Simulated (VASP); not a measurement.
OSZICAR of a VASP run on FeP (relaxed from the CsCl type structure, space group Pm-3m):

File OSZICAR:
```
       N       E                     dE             d eps       ncg     rms          rms(c)
DAV:   1     0.453778027866E+02    0.45378E+02   -0.52785E+03  4870   0.114E+03
DAV:   2    -0.144563676934E+02   -0.59834E+02   -0.56648E+02  4880   0.219E+02
DAV:   3    -0.172668163972E+02   -0.28104E+01   -0.26688E+01  5752   0.542E+01
DAV:   4    -0.173444721466E+02   -0.77656E-01   -0.77330E-01  5972   0.842E+00
DAV:   5    -0.173462407167E+02   -0.17686E-02   -0.17681E-02  6030   0.116E+00    0.188E+01
DAV:   6    -0.212842514883E+02   -0.39380E+01   -0.75550E+01  5744   0.147E+02    0.227E+01
DAV:   7    -0.152919393149E+02    0.59923E+01   -0.36611E+01  5922   0.102E+02    0.454E+00
DAV:   8    -0.153613972774E+02   -0.69458E-01   -0.64411E-01  5398   0.819E+00    0.167E+00
DAV:   9    -0.153683006968E+02   -0.69034E-02   -0.62533E-02  6920   0.355E+00    0.606E-01
DAV:  10    -0.153689082217E+02   -0.60752E-03   -0.18934E-03  5836   0.481E-01    0.334E-01
DAV:  11    -0.153687434644E+02    0.16476E-03   -0.21786E-04  6386   0.209E-01    0.150E-01
DAV:  12    -0.153686730331E+02    0.70431E-04   -0.15494E-04  6778   0.133E-01    0.568E-02
DAV:  13    -0.153687067665E+02   -0.33733E-04   -0.23900E-05  6310   0.608E-02    0.323E-02
DAV:  14    -0.153687093341E+02   -0.25676E-05   -0.29790E-06  7166   0.234E-02    0.108E-02
DAV:  15    -0.153687139627E+02   -0.46286E-05   -0.19526E-06  5750   0.180E-02    0.282E-03
DAV:  16    -0.153687127742E+02    0.11885E-05   -0.21183E-07  3232   0.461E-03    0.146E-03
DAV:  17    -0.153687122019E+02    0.57229E-06   -0.45301E-08  2550   0.264E-03    0.156E-04
DAV:  18    -0.153687121231E+02    0.78757E-07   -0.62589E-09  2516   0.102E-03
   1 F= -.15368712E+02 E0= -.15368712E+02  d E =0.000000E+00  mag=     0.7505
```

Task: Which electronic solver shows in the log?

Result: It is blocked Davidson (ALGO = Normal, or the opening steps of other solvers). The INCAR had ALGO = Normal.

Task: How was spin treated?

Result: Collinear spin (ISPIN = 2): the summary line carries one mag value, 0.75 μB in the cell.

Task: Can the final energy be trusted as converged?

Result: Self-consistency was reached. It stopped with EDIFF = 1E-7, NELM = 100 (PBEsol GGA, plane waves, VASP's PBE PAW potentials (set 64)).

The structure was generated: FeP was put into the CsCl type type (Pm-3m), which need not be its known phase. It was relaxed first, which changed the volume by -31 %.
